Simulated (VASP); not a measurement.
# TiNbSbC with LDA: from relaxation to properties, part 4 of 4

Wanted: the relaxed cell of TiNbSbC and its properties. The cell is invented: it takes the structure of a Materials Project entry for HfNbCN (space group 160 there), with some of its atoms replaced by other elements, volume scaled by an estimate. It may not be a known or stable phase.

VASP 6.6.1; LDA; plane waves and PAW (Sb, Nb_sv, Ti_sv, C); invented cell.

So far. Step 4 (Single point with fields (LDA)): In this run the pressure is -0.01 GPa, small enough to go on; single stress components reach 0.02 GPa. Step 5 (Band structure (LDA)): There is no gap at this level. The relaxed cell has a = 3.225, c = 19.968 Å (conventional setting).

**6. Density of states (LDA)**

Here the states are counted by energy and projected on the atoms. The mesh is finer than in the run before.

Contents of INCAR:

```
SYSTEM = TiNbSbC
PREC = Accurate
ENCUT = 520
EDIFF = 1E-06
NELM = 100
ISMEAR = -5
SIGMA = 0.05
LREAL = .FALSE.
ALGO = Normal
GGA = CA
NBANDS = 31
LORBIT = 11
LWAVE = .FALSE.
LCHARG = .FALSE.
KPAR = 2
NEDOS = 2001
```

Contents of POSCAR:

```
TiNbSbC
1.0
    1.6124370252      0.9309404409      6.6558695594
   -1.6124370252      0.9309404409      6.6558695594
    0.0000000000     -1.8618819296      6.6558695831
Sb Nb Ti C
1 1 1 1
Direct
    0.7489092421      0.7489092421      0.7489092421
    0.5291078402      0.5291078402      0.5291078398
    0.9694202320      0.9694202320      0.9694202325
    0.2525626856      0.2525626856      0.2525626856
```

Contents of KPOINTS:

```
Automatic mesh
0
Gamma
10 10 10
0 0 0
```

Potentials, in the order of the species: Sb, Nb_sv, Ti_sv and C (LDA family, release 64).

Launch:

```bash
$ mpirun -np 2 vasp_std
```

Output:

```text
[... set-up lines as in an earlier step ...]
 entering main loop
       N       E                     dE             d eps       ncg     rms          rms(c)
DAV:   1     0.376918472024E+03    0.37692E+03   -0.15001E+04  7192   0.115E+03
DAV:   2    -0.231034730380E+01   -0.37923E+03   -0.35917E+03  7602   0.416E+02
DAV:   3    -0.402228691120E+02   -0.37913E+02   -0.36501E+02 11550   0.113E+02
DAV:   4    -0.436508378296E+02   -0.34280E+01   -0.33788E+01 10373   0.286E+01
DAV:   5    -0.437754935578E+02   -0.12466E+00   -0.12429E+00 10658   0.571E+00    0.188E+01
DAV:   6    -0.380342862487E+02    0.57412E+01   -0.19043E+01  9872   0.406E+01    0.873E+00
DAV:   7    -0.383303262474E+02   -0.29604E+00   -0.16695E+01  9674   0.268E+01    0.761E+00
DAV:   8    -0.372517603091E+02    0.10786E+01   -0.24035E+00 10010   0.140E+01    0.360E+00
DAV:   9    -0.372093481975E+02    0.42412E-01   -0.56936E-01  9856   0.525E+00    0.134E+00
DAV:  10    -0.371914250249E+02    0.17923E-01   -0.83342E-02  9508   0.190E+00    0.733E-01
DAV:  11    -0.371866586993E+02    0.47663E-02   -0.18615E-02 10724   0.935E-01    0.282E-01
DAV:  12    -0.371869227325E+02   -0.26403E-03   -0.31229E-03  9023   0.378E-01    0.103E-01
DAV:  13    -0.371868152746E+02    0.10746E-03   -0.35745E-04  9673   0.130E-01    0.374E-02
DAV:  14    -0.371868164216E+02   -0.11471E-05   -0.52123E-05 10629   0.511E-02    0.229E-02
DAV:  15    -0.371868228474E+02   -0.64258E-05   -0.72111E-06  9691   0.155E-02    0.676E-03
DAV:  16    -0.371868282493E+02   -0.54019E-05   -0.20642E-06  6312   0.896E-03    0.317E-03
DAV:  17    -0.371868264778E+02    0.17715E-05   -0.57808E-07  5570   0.704E-03    0.797E-04
DAV:  18    -0.371868267673E+02   -0.28945E-06   -0.78959E-08  5101   0.257E-03
   1 F= -.37186827E+02 E0= -.37186827E+02  d E =0.000000E+00
 -----------------------------------------------------------------------------
|                                                                             |
|           W    W    AA    RRRRR   N    N  II  N    N   GGGG   !!!           |
|           W    W   A  A   R    R  NN   N  II  NN   N  G    G  !!!           |
|           W    W  A    A  R    R  N N  N  II  N N  N  G       !!!           |
|           W WW W  AAAAAA  RRRRR   N  N N  II  N  N N  G  GGG   !            |
|           WW  WW  A    A  R   R   N   NN  II  N   NN  G    G                |
|           W    W  A    A  R    R  N    N  II  N    N   GGGG   !!!           |
|                                                                             |
|     Tetrahedron method does not include variations of the Fermi             |
|     occupations, so forces and stress will be inaccurate. We suggest        |
|     using a different smearing scheme ISMEAR = 1 or 2 for metals in         |
|     relaxations.                                                            |
|                                                                             |
 -----------------------------------------------------------------------------
```

It took 9.9 min on 2 MPI ranks of Intel Xeon 6975P-C (Granite Rapids), shared host; peak memory 0.96 GiB.

From OUTCAR (step 6):

```text
   k-points           NKPTS =    116   k-points in BZ     NKDIM =    116   number of bands    NBANDS=     31

   NELECT =      34.0000    total number of electrons

 E-fermi :  11.0077

 k-point     1 :       0.0000    0.0000    0.0000
  band No.  band energies     occupation
    ...
     12       7.1030      2.00000
     13       7.1030      2.00000
     14       7.6949      2.00000
     15      10.6411      2.00000
     16      10.6411      2.00000
     17      11.3828      0.00000
     18      12.1808      0.00000
     19      12.1808      0.00000
     20      13.3785      0.00000
     21      13.3785      0.00000
    ...

  Total        0.3070444      0.3070443     -0.6907399     -0.0000000      0.0000000      0.0000000
  in kB        8.2063672      8.2063644    -18.4613850     -0.0000000      0.0000009      0.0000000
  external PRESSURE =      -0.6828844 kB  Pullay stress =       0.0000000 kB

 POSITION                                       TOTAL-FORCE (eV/Angst)
 -----------------------------------------------------------------------------------
      0.00000     -0.00000     14.95393         0.000000     -0.000000      0.025890
      0.00000     -0.00000     10.56502         0.000000     -0.000000      0.097354
      0.00000     -0.00000     19.35700         0.000000      0.000000     -0.036962
      0.00000     -0.00000      5.04307         0.000000      0.000000     -0.086281
 -----------------------------------------------------------------------------------
    total drift:                               -0.000000      0.000000     -0.000584

  FREE ENERGIE OF THE ION-ELECTRON SYSTEM (eV)
  ---------------------------------------------------
  free  energy   TOTEN  =       -37.1868267673 eV

  energy  without entropy=      -37.1868267673  energy(sigma->0) =      -37.18682677

[... 6 parts as in an earlier step ...]

[... 10 further parts left out ...]
```

Force components of up to 0.10 eV/Å appear here. Mesh or smearing differ from those of the relaxation, so its positions hold an error of that kind, and the forces of a metal with tetrahedra are inexact too. With tetrahedra the forces and stress of a metal are not exact derivatives of the energy.

This step gave:

```
SCF cycles                                           : 18
irreducible k-points                                 : 116
free energy (TOTEN)                                  : -37.19 eV
Fermi energy                                         : 11.01 eV
pressure                                             : -0.06829 GPa
DOS at the Fermi level, one point of the energy grid : 3.678 states/eV/cell
```

The density of states has structure finer than the step of the table below, so its rows give means over 1 eV, whole bins alone (the curve runs from -12.0 to 3.34 eV). Peaks (eV: height): total -10.4: 5.98, -3.7: 10.1, 2.4: 6.25, 3.0: 5.84; Ti d -3.7: 1.42, 1.9: 2.76, 2.4: 2.97, 3.0: 2.62; Nb d -3.7: 2.02, 1.9: 1.09, 2.4: 1.78, 3.0: 1.74; C p -4.3: 0.616, -3.7: 2.39, -3.4: 0.948; Sb p -5.1: 0.307, -4.4: 0.348, -3.7: 0.282, -2.9: 0.762.

States under -12.0 eV and over 3.3 eV are left out. The density of states by energy, zero at the Fermi level; means over each step; values in states/eV/cell:

| energy (eV) | total | Ti d | Nb d | C p | Sb p | Sb s | C s |
| --- | --- | --- | --- | --- | --- | --- | --- |
| -11 | 1.14 | 0.0191 | 0.0292 | 7.8e-4 | 0.0115 | 0.186 | 0.304 |
| -10 | 1.68 | 0.0619 | 0.0891 | 0.00123 | 0.0157 | 0.265 | 0.501 |
| -9 | 0.711 | 0.00910 | 0.0115 | 8.1e-4 | 0.0110 | 0.379 | 0.0133 |
| -8 | 0.0158 | 2.1e-4 | 4.1e-4 | 2.3e-5 | 1.3e-4 | 0.00928 | 2.0e-5 |
| -7 | 0.00190 | 6.6e-5 | 1.1e-4 | 1.6e-4 | 2.3e-4 | 1.2e-5 | 2.6e-6 |
| -6 | 0.837 | 0.0381 | 0.0716 | 0.0749 | 0.111 | 0.0120 | 0.00322 |
| -5 | 1.89 | 0.107 | 0.217 | 0.232 | 0.196 | 0.0288 | 0.00758 |
| -4 | 3.57 | 0.389 | 0.594 | 0.691 | 0.210 | 0.0298 | 0.00493 |
| -3 | 3.36 | 0.385 | 0.444 | 0.425 | 0.406 | 0.0248 | 0.00745 |
| -2 | 1.54 | 0.334 | 0.328 | 0.0655 | 0.141 | 0.0142 | 0.00120 |
| -1 | 1.46 | 0.360 | 0.391 | 0.0410 | 0.116 | 0.0160 | 6.1e-4 |
| 0 | 3.04 | 0.865 | 0.783 | 0.0507 | 0.215 | 0.0232 | 0.00199 |
| 1 | 1.99 | 0.841 | 0.476 | 0.0354 | 0.0710 | 0.0250 | 9.1e-4 |
| 2 | 3.56 | 1.70 | 0.864 | 0.0766 | 0.146 | 0.0552 | 0.00462 |

Force by atom:

| atom | x (eV/Å) | y (eV/Å) | z (eV/Å) | size |
| --- | --- | --- | --- | --- |
| Sb1 | 0.0000 | 0.0000 | 0.0259 | 0.0259 |
| Nb2 | 0.0000 | 0.0000 | 0.0974 | 0.0974 |
| Ti3 | 0.0000 | 0.0000 | -0.0370 | 0.0370 |
| C4 | 0.0000 | 0.0000 | -0.0863 | 0.0863 |

The finer mesh and the other smearing move the Fermi level by +0.02 eV from the 7×7×7 run, a small shift, which tests the Fermi level alone. Of the states within 0.3 eV of the Fermi level, the largest shares in the PAW spheres are Ti d 27 %, Nb d 26 % and Sb p 7 %. The rest lies in smaller channels or between the spheres.

**7. Elastic constants (LDA)**

IBRION = 6 with ISIF = 3 strains the cell both ways at fixed fractional positions, and adds the ions' share afterwards from the force constants. Stress converges slowly with the basis, so the cutoff is raised.

Contents of INCAR:

```
SYSTEM = TiNbSbC
PREC = Accurate
ENCUT = 560
EDIFF = 1E-07
NELM = 100
ISMEAR = -1
SIGMA = 0.05
LREAL = .FALSE.
ALGO = Normal
GGA = CA
NBANDS = 23
LORBIT = 11
LWAVE = .FALSE.
LCHARG = .FALSE.
KPAR = 2
IBRION = 6
NFREE = 2
POTIM = 0.015
ISIF = 3
NSW = 1
```

POSCAR is that of step 6.

Contents of KPOINTS:

```
Automatic mesh
0
Gamma
7 7 7
0 0 0
```

Launch:

```bash
$ mpirun -np 2 vasp_std
```

Output:

```text
[... set-up lines as in an earlier step ...]
 entering main loop
       N       E                     dE             d eps       ncg     rms          rms(c)
DAV:   1     0.400063079953E+03    0.40006E+03   -0.16625E+04  2024   0.164E+03
DAV:   2     0.248433766339E+01   -0.39758E+03   -0.38315E+03  2372   0.551E+02
DAV:   3    -0.404762603093E+02   -0.42961E+02   -0.41769E+02  3503   0.145E+02
DAV:   4    -0.436287708762E+02   -0.31525E+01   -0.31332E+01  2886   0.356E+01
[...]
DAV:  14    -0.372054971022E+02   -0.16818E-06   -0.37410E-05  2955   0.462E-02    0.187E-02
DAV:  15    -0.372054965697E+02    0.53254E-06   -0.93014E-06  3278   0.273E-02    0.538E-03
DAV:  16    -0.372054965247E+02    0.45020E-07   -0.72026E-07  2566   0.590E-03
   1 F= -.37205497E+02 E0= -.37193715E+02  d E =-.235621E-01
[... from here on, the cycles between the ionic steps are left out ...]
   2 F= -.37194121E+02 E0= -.37182147E+02  d E =-.239483E-01
   3 F= -.37193506E+02 E0= -.37181556E+02  d E =-.239005E-01
   4 F= -.37193924E+02 E0= -.37181779E+02  d E =-.242904E-01
   5 F= -.37193490E+02 E0= -.37181460E+02  d E =-.240612E-01
   6 F= -.37195128E+02 E0= -.37182632E+02  d E =-.249912E-01
   7 F= -.37194328E+02 E0= -.37183012E+02  d E =-.226317E-01
[...]
hard stop encountered!  aborting job ...
[...]
soft stop encountered!  aborting job ...
   8 F= -.37304632E+02 E0= -.37294485E+02  d E =-.202942E-01
 deleting file STOPCAR
```

It took 31 min on 2 MPI ranks; peak memory 1.3 GiB.

The run was stopped at its time limit, by a STOPCAR file.

More ranks or a longer limit might have been enough; this was not tried.

**8. Summary of results**

| Quantity | Value |
| --- | --- |
| relaxed volume | 14.99 Å³/atom |
| relaxed conventional cell a, b, c | 3.225, 3.225, 19.968 Å; angles 90.0, 90.0, 120.0° |
| space group after relaxing, within 0.02 Å | R3m (No. 160) |
| band gap | none, a metal |
| DOS at the Fermi level | 3.68 states/eV/cell |

With LDA, TiNbSbC relaxes to 14.99 Å³/atom in space group R3m (held by the symmetry of the run) and comes out as a metal. Not obtained: elastic constants (LDA), because the run hit its time limit. Band structure (LDA): Of the bands kept, 2 cross the Fermi level on this path. Spin-orbit coupling is left out, and with elements this heavy it would split and shift bands near the Fermi level. The k-sampling is coarse for a metal, so the Fermi level, pressures and the shape of the cell carry errors. No search among competing phases was made. All values are for a static lattice at zero temperature.

[Lines on the potential files, build, host, timing and source positions are cut from VASP's logs without a mark.]

[Logs are printed without paths, hosts, clocks, repeated set-up lines and the standing remarks that a program may print on its own settings, such as how far it seeks lower states.]

[Hosts, paths, dates, database ids (printed as entryN), source tags and the programs' standing remarks are cut or masked in the printed files.]

[A measured line is paired with the nearest computed mode of its activity, which favours agreement.]

[In band tables of VASP the shares of atoms and orbitals are scaled to a sum of 1 inside the atoms' spheres.]
